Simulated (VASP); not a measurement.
# GeBi3 (Fm-3m) in VASP: reference runs

How does GeBi3 come out in PBE? The cell is run as given and disturbed.

All numbers are computed with VASP 6.6.1; they aren't measurements. Logs are shortened: lines on timing, memory, paths and dates and some standing lists are left out, and cuts for length are marked.

### 1 Starting point

Symmetry: Fm-3m, No. 225, cubic system. The conventional cell has a = 7.734 Å, b = 7.734 Å, c = 7.734 Å, α = 90.00°, β = 90.00°, γ = 90.00°. Bi (site symmetry m-3m) is surrounded by 8 Bi at 3.35 Å. Bi (site symmetry -43m) is surrounded by 4 Bi at 3.35 Å and 4 Ge at 3.35 Å. Ge (site symmetry m-3m) is surrounded by 8 Bi at 3.35 Å.

The cell comes from a database or a generator and needn't be the stable form of this composition.

### 2 Single point, PBE

The input, INCAR:

```
PREC = Accurate
ENCUT = 520
EDIFF = 1E-7
ISMEAR = -1
SIGMA = 0.05
LREAL = F
LASPH = T
NELM = 60
ALGO = Normal
ISIF = 2
LWAVE = F
LCHARG = T
GGA = PE
LELF = T
LVHAR = T
NBANDS = 38
```

The input, KPOINTS:

```
regular mesh
0
Gamma
  6 6 6
```

The input, POSCAR:

```
GeBi3
1.0
    0.0000000000      3.8668210000      3.8668210000
    3.8668210000      0.0000000000      3.8668210000
    3.8668210000      3.8668210000      0.0000000000
Bi Ge
3 1
Direct
    0.5000000000      0.5000000000      0.5000000000
    0.7500000000      0.7500000000      0.7500000000
    0.2500000000      0.2500000000      0.2500000000
    0.0000000000      0.0000000000      0.0000000000
```

Potentials or basis: VASP PAW PBE potentials, release 64 (Bi_d, Ge_d).

Command:

```sh
cat potpaw_PBE.64/Bi_d/POTCAR potpaw_PBE.64/Ge_d/POTCAR > POTCAR
mpirun -np 1 vasp_std > vasp.out
```

OUTCAR:

```text
PREC = Accurate
   ENCUT = 520
   EDIFF = 1E-7
   ISMEAR = -1
   LREAL = F
   LASPH = T
   NELM = 60
   ISIF = 2
   GGA = PE

 ion  position               nearest neighbor table
   1  0.500  0.500  0.500-   3 3.35   3 3.35   3 3.35   2 3.35   3 3.35   2 3.35   2 3.35   2 3.35

   2  0.750  0.750  0.750-   1 3.35   1 3.35   1 3.35   1 3.35   4 3.35   4 3.35   4 3.35   4 3.35
                             3 3.87   3 3.87   3 3.87   3 3.87   3 3.87   3 3.87
   3  0.250  0.250  0.250-   4 3.35   4 3.35   4 3.35   1 3.35   4 3.35   1 3.35   1 3.35   1 3.35
                             2 3.87   2 3.87   2 3.87   2 3.87   2 3.87   2 3.87
   4  0.000  0.000  0.000-   2 3.35   2 3.35   2 3.35   2 3.35   3 3.35   3 3.35   3 3.35   3 3.35

  LATTYP: Found a face centered cubic cell.
 ALAT       =     7.7336420000

  Lattice vectors:

 A1 = (   0.0000000000,   3.8668210000,   3.8668210000)
 A2 = (   3.8668210000,   0.0000000000,   3.8668210000)
 A3 = (   3.8668210000,   3.8668210000,   0.0000000000)

Analysis of symmetry for initial positions (statically):
=====================================================================
 Subroutine PRICEL returns:
 Original cell was already a primitive cell.

 Routine SETGRP: Setting up the symmetry group for a
 face centered cubic supercell.

 Subroutine GETGRP returns: Found 48 space group operations
 (whereof 48 operations were pure point group operations)
 out of a pool of 48 trial point group operations.

The static configuration has the point symmetry O_h .

Analysis of symmetry for dynamics (positions and initial velocities):
=====================================================================
 Subroutine PRICEL returns:
 Original cell was already a primitive cell.

 Routine SETGRP: Setting up the symmetry group for a
 face centered cubic supercell.

 Subroutine GETGRP returns: Found 48 space group operations
 (whereof 48 operations were pure point group operations)
 out of a pool of 48 trial point group operations.

The dynamic configuration has the point symmetry O_h .

 Subroutine INISYM returns: Found 48 space group operations
 (whereof 48 operations are pure point group operations),
 and found     1 'primitive' translations

----------------------------------------------------------------------------------------

                                     Primitive cell
[... 84 lines left out ...]
   ENCUT  =  520.0 eV  38.22 Ry    6.18 a.u.  10.17 10.17 10.17*2*pi/ulx,y,z
   NELM   =     60;   NELMIN=  2; NELMDL= -5     # of ELM steps
   EDIFF  = 0.1E-06   stopping-criterion for ELM
   LREAL  =      F    real-space projection
   EDIFFG = 0.1E-05   stopping-criterion for IOM
   NSW    =      0    number of steps for IOM
   IBRION =     -1    ionic relax: 0-MD 1-quasi-New 2-CG
   NFREE  =      0    steps in history (QN), initial steepest desc. (CG)
   ISIF   =      2    stress and relaxation
   ISYM   =      2    0-nonsym 1-usesym 2-fastsym
   POTIM  = 0.5000    time-step for ionic-motion
   TEBEG  =    0.0;   TEEND  =   0.0 temperature during run
   PSTRESS=    0.0 pullay stress
   NELECT =      59.0000    total number of electrons
   NUPDOWN=      -1.0000    fix difference up-down
   EMIN   =  10.00;   EMAX   =-10.00  energy-range for DOS
   EFERMI =   0.00;   METHOD = LEGACY
   ISMEAR =    -1;   SIGMA  =   0.05  broadening in eV -4-tet -1-fermi 0-gaus
   EFERMI_NEDOS =   21; number of points for ismear=-14 and -15
   IALGO  =     38    algorithm
   IMIX   =      4    mixing-type and parameters
     AMIX     =   0.40;   BMIX     =  1.00
     AMIX_MAG =   1.60;   BMIX_MAG =  1.00
  volume/ion in A,a.u.               =      28.91       195.09
  Fermi-wavevector in a.u.,A,eV,Ry     =   1.308162  2.472067 23.283474  1.711287
  Thomas-Fermi vector in A             =   2.438847
   LORBIT       =      0    0 simple, 1 ext, 2 COOP (PROOUT), +10 PAW based schemes
   GGA     = PE    functional components
   LHFCALC =     F    Hartree Fock is set to
   AEXX    =    0.0000 exact exchange contribution
   IVDW    =     0    specifies the selected vdW correction
   LEPSILON=     F    determine dielectric tensor
   LRPA    =     F    only Hartree local field effects (RPA)
 non-spin polarized calculation
  energy-cutoff  :      520.00
  volume of cell :      115.64
 maximum number of plane-waves:      3142
 NGX is ok and might be reduce to    42
   NGX = 21   NGY = 21   NGZ = 21

 number of electron      58.9999997 magnetization

 Free energy of the ion-electron system (eV)
  ---------------------------------------------------
  ext. energy  EPLUGINS =         0.00000000
  ---------------------------------------------------
  free energy    TOTEN  =       -15.05695408 eV

  energy without entropy =      -15.01080388  energy(sigma->0) =      -15.03387898

 E-fermi :   7.3597     XC(G=0): -10.3277

 val. band max:        7.3475380856   @ k =   0.1667   0.1667   0.0000
 cond. band min:       7.3911385782   @ k =   0.5000   0.3333   0.0000
 fundamental gap:      0.0436004926
 Fermi energy:         7.3597404607

 k-point     1 :       0.0000    0.0000    0.0000
  band No.  band energies     occupation
      1     -17.4228      2.00000
      2     -17.4228      2.00000
      3     -17.4228      2.00000
      4     -17.4201      2.00000
      5     -17.4201      2.00000
      6     -15.6422      2.00000
[... 645 lines left out ...]
     37      14.3221      0.00000
     38      14.7158      0.00000

------------------------ aborting loop because EDIFF is reached ----------------------------------------

  FORCE on cell =-STRESS in cart. coord.  units (eV):
  Direction    XX          YY          ZZ          XY          YZ          ZX
  --------------------------------------------------------------------------------------
  -------------------------------------------------------------------------------------
  Total        0.7255262      0.7255262      0.7255262      0.0000000     -0.0000000     -0.0000000
  in kB       10.0524392     10.0524392     10.0524392      0.0000000     -0.0000000     -0.0000000
  external PRESSURE =      10.0524392 kB  Pullay stress =       0.0000000 kB

 VOLUME and BASIS-vectors are now :
 -----------------------------------------------------------------------------
  energy-cutoff  :      520.00
  volume of cell :      115.64
      direct lattice vectors                 reciprocal lattice vectors
     0.000000000  3.866821000  3.866821000    -0.129305184  0.129305184  0.129305184
     3.866821000  0.000000000  3.866821000     0.129305184 -0.129305184  0.129305184
     3.866821000  3.866821000  0.000000000     0.129305184  0.129305184 -0.129305184

 POSITION                                       TOTAL-FORCE (eV/Angst)
 -----------------------------------------------------------------------------------
      3.86682      3.86682      3.86682         0.000000     -0.000000     -0.000000
      5.80023      5.80023      5.80023        -0.000000     -0.000000     -0.000000
      1.93341      1.93341      1.93341         0.000000      0.000000      0.000000
      0.00000      0.00000      0.00000         0.000000     -0.000000     -0.000000
 -----------------------------------------------------------------------------------
    total drift:                               -0.000000     -0.000000      0.000000

  FREE ENERGIE OF THE ION-ELECTRON SYSTEM (eV)
  ---------------------------------------------------
  free  energy   TOTEN  =       -15.0569540766 eV

  energy  without entropy=      -15.0108038810  energy(sigma->0) =      -15.03387898
```

Wall time 1.8 min (1 thread of Intel Xeon Platinum 8488C (Sapphire Rapids), shared host); peak memory 0.27 GiB.

Results:

```yaml
Free_energy: -15.0570 eV
Pressure: 1.0 GPa
Band_gap_on_the_k_mesh: none (metal or under the smearing width)
```

Levels at points of the mesh, in eV from the Fermi level:
```
           k point  band 25  band 26  band 27  band 28  band 29  band 30  band 31  band 32  band 33  band 34
(0.00, 0.00, 0.00)    -2.26    -2.26    -2.26    -2.08    -2.08    -2.08    -1.29    -1.29    -1.29     3.79
(0.50, 0.00, 0.00)    -3.20    -3.20    -2.66    -2.66    -1.24    -0.97     2.13     2.13     2.26     2.26
(0.50, 0.50, 0.00)    -4.93    -4.93    -0.34    -0.29     1.19     1.19     1.32     1.32     2.04     2.11
```

Caveat: spin-orbit coupling is left out, which moves the levels of the heavy elements.

### 3 Single point, PBE (atoms moved at random, drawn with an rms of 0.05 Å)

The input, INCAR:

```
ALGO     = Normal         # electronic algorithm
EDIFF    = 1E-7           # SCF threshold, eV
ENCUT    = 520            # plane-wave cutoff, eV
GGA      = PE             # functional
ISIF     = 2              # what is computed and relaxed
ISMEAR   = -1             # smearing method
LASPH    = True           # aspherical terms in the spheres
LCHARG   = True           # write CHGCAR
LELF     = True           # ELF
LREAL    = False          # projectors in reciprocal space
LVHAR    = True         
LWAVE    = False          # write WAVECAR
NBANDS   = 38             # bands
NELM     = 60             # most SCF steps
PREC     = Accurate       # precision mode
SIGMA    = 0.05           # smearing width, eV
```

The input, KPOINTS:

```
k-points
0
Gamma
  6 6 6
```

The input, POSCAR:

```
GeBi3
1.0
    0.0000000000      3.8668210000      3.8668210000
    3.8668210000      0.0000000000      3.8668210000
    3.8668210000      3.8668210000      0.0000000000
Bi Ge
3 1
Direct
    0.4965450000      0.5036770000      0.4918910000
    0.7439910000      0.7531350000      0.7500080000
    0.2477040000      0.2495500000      0.2543180000
   -0.0014000000      0.0025150000     -0.0017910000
```

Potentials or basis: VASP PAW PBE potentials, release 64 (Bi_d, Ge_d).

Command:

```sh
cat potpaw_PBE.64/Bi_d/POTCAR potpaw_PBE.64/Ge_d/POTCAR > POTCAR
mpirun -np 1 vasp_std > vasp.out
```

It took 6.9 min on 1 thread of Intel Xeon Platinum 8488C (Sapphire Rapids), shared host; peak memory 0.52 GiB.

Results (log left out):

| Property | Result |
| --- | --- |
| Free energy | -15.0572 eV |
| Pressure | 1.0 GPa |
| Largest force | 0.034 eV/Å |
| Band gap on the k mesh | none (metal or under the smearing width) |

Forces on the atoms (eV/Å):
```
Bi   0.002  0.005  0.004
Bi   0.009  0.009 -0.011
Bi   0.010  0.001 -0.016
Ge  -0.021 -0.015  0.023
```

Stress tensor (GPa, compression positive):
```
1.04 0.00 0.21
0.00 1.00 0.01
0.21 0.01 1.06
```

Levels at points of the mesh, in eV from the Fermi level:
| k point | band 27 | band 28 | band 29 | band 30 | band 31 | band 32 |
| --- | --- | --- | --- | --- | --- | --- |
| (0.00, 0.00, 0.00) | -2.27 | -2.08 | -2.05 | -1.99 | -1.32 | -1.29 |
| (0.50, 0.00, 0.00) | -2.70 | -2.63 | -1.23 | -0.97 | 2.13 | 2.16 |
| (0.00, 0.50, 0.00) | -2.69 | -2.62 | -1.24 | -0.97 | 2.09 | 2.13 |
| (0.00, 0.00, 0.50) | -2.70 | -2.63 | -1.23 | -0.97 | 2.13 | 2.15 |
| (0.50, 0.50, 0.50) | -2.69 | -2.62 | -1.24 | -0.97 | 2.08 | 2.12 |
| (0.50, 0.50, 0.00) | -0.35 | -0.28 | 1.18 | 1.18 | 1.33 | 1.33 |
| (0.00, 0.50, 0.50) | -0.36 | -0.27 | 1.17 | 1.17 | 1.35 | 1.35 |
| (0.50, 0.00, 0.50) | -0.36 | -0.27 | 1.17 | 1.17 | 1.35 | 1.35 |

Caveat: spin-orbit coupling is left out, which moves the levels of the heavy elements.
